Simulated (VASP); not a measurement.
Output of a VASP run:

**OSZICAR**
```
       N       E                     dE             d eps       ncg     rms          rms(c)
DAV:   1     0.266376060086E+02    0.26638E+02   -0.49226E+03   764   0.704E+02
DAV:   2    -0.173648914479E+02   -0.44002E+02   -0.39780E+02   848   0.146E+02
DAV:   3    -0.184344297634E+02   -0.10695E+01   -0.10499E+01   876   0.218E+01
DAV:   4    -0.184424026705E+02   -0.79729E-02   -0.79712E-02   800   0.224E+00
DAV:   5    -0.184425091257E+02   -0.10646E-03   -0.10645E-03   884   0.269E-01    0.909E+00
DAV:   6    -0.179230794071E+02    0.51943E+00   -0.27503E+00   800   0.161E+01    0.232E+00
DAV:   7    -0.178302607438E+02    0.92819E-01   -0.21173E-01   784   0.463E+00    0.173E+00
DAV:   8    -0.177926326699E+02    0.37628E-01   -0.34159E-02   804   0.173E+00    0.269E-01
DAV:   9    -0.177923723195E+02    0.26035E-03   -0.19772E-03   824   0.427E-01    0.175E-01
DAV:  10    -0.177924193988E+02   -0.47079E-04   -0.23587E-04   836   0.136E-01    0.191E-02
DAV:  11    -0.177924145967E+02    0.48021E-05   -0.17751E-05   832   0.435E-02    0.811E-03
DAV:  12    -0.177924147066E+02   -0.10994E-06   -0.14666E-06   552   0.978E-03
   1 F= -.17792415E+02 E0= -.17752946E+02  d E =-.789377E-01
```

OUTCAR:
```
------------------------ aborting loop because EDIFF is reached ----------------------------------------
  FORCE on cell =-STRESS in cart. coord.  units (eV):
  Direction    XX          YY          ZZ          XY          YZ          ZX
  --------------------------------------------------------------------------------------
  Total        0.1461675      0.1461675      0.1461675     -0.0000000      0.0000000      0.0000000
  in kB        4.5886897      4.5886897      4.5886897     -0.0000000      0.0000000      0.0000000
  external PRESSURE =       4.5886897 kB  Pullay stress =       0.0000000 kB
  volume of cell :       51.04
      direct lattice vectors                 reciprocal lattice vectors
     0.000000000  2.944066000  2.944066000    -0.169833149  0.169833149  0.169833149
     2.944066000  0.000000000  2.944066000     0.169833149 -0.169833149  0.169833149
     2.944066000  2.944066000  0.000000000     0.169833149  0.169833149 -0.169833149
 POSITION                                       TOTAL-FORCE (eV/Angst)
 -----------------------------------------------------------------------------------
      1.47203      1.47203      1.47203         0.000000      0.000000      0.000000
      4.41610      4.41610      4.41610        -0.000000     -0.000000     -0.000000
      0.00000      0.00000      0.00000        -0.000000     -0.000000      0.000000
 -----------------------------------------------------------------------------------
    total drift:                               -0.000000      0.000000      0.000000
  FREE ENERGIE OF THE ION-ELECTRON SYSTEM (eV)
  ---------------------------------------------------
  free  energy   TOTEN  =       -17.7924147066 eV

  energy  without entropy=      -17.7134769851  energy(sigma->0) =      -17.75294585
```
(Selected blocks of OUTCAR.)

**POSCAR**
```
PtAl2
1
    0.0000000000     2.9440660000     2.9440660000
    2.9440660000     0.0000000000     2.9440660000
    2.9440660000     2.9440660000     0.0000000000
Al Pt
2 1
Direct
  0.2500000000   0.2500000000   0.2500000000
  0.7500000000   0.7500000000   0.7500000000
  0.0000000000   0.0000000000   0.0000000000
```

Question: Write an INCAR and KPOINTS that could have produced this output.

Answer: Several could match; the one computed here: the input of the run itself, PBEsol GGA, plane waves, VASP's PBE PAW potentials (set 64).

**INCAR**
```
! general
SYSTEM =PtAl2
PREC   =Accurate
ENCUT  =300
LREAL  =F
LASPH  =T

! electronic loop
EDIFF  =1E-6
NELM   =100
ALGO   =Normal
LMAXMIX=6

! smearing
ISMEAR =-1
SIGMA  =0.136

! functional
GGA    =PS

! ions
ISIF   =2

! output
LWAVE  =F
LCHARG =F
```

File KPOINTS:
```
Automatic mesh
0
gamma
  8 8 8
0 0 0
```

POTCAR, in this order: Al Pt (PBE.64 set). Program: vasp_std.

At this cut-off the stress carries a Pulay error, which pulls relaxed volumes low.

The structure is a typed PtAl2 crystal. The cell was not relaxed at this level. The run is one of a series of settings (GGA = PS against the base run), some of them coarse on purpose.
